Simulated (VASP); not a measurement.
Input:

```
CELL_PARAMETERS angstrom
      0.00000     2.17339     2.17339
      2.17339     0.00000     2.17339
      2.17339     2.17339     0.00000
ATOMIC_POSITIONS crystal
  Al 0.00000 0.00000 0.00000
  N  0.25000 0.25000 0.25000
```

Method: LDA (Ceperley-Alder, Perdew-Zunger), VASP's LDA PAW potentials (set 64) (plane waves; VASP). Numerical set-up: 620 eV cut-off, 10×10×10 Γ-centred mesh, Gaussian smearing of 0.050 eV, potentials Al N.

Question: Estimate the energy per atom (σ→0), band gap (on the k-mesh) with the smallest direct gap where there is one.

Answer: 
```
Quantity                                      Value
-----------------------------------  --------------
band gap (on the k-mesh)                    3.23 eV
smallest direct gap (on the k-mesh)         4.37 eV
energy per atom (σ→0)                -8.188 eV/atom
```

Total energies compare only between runs with the same potentials, cut-off and functional.

The compound is AlN in the zinc blende structure, a metastable form; wurtzite is the usual one. It was relaxed first.
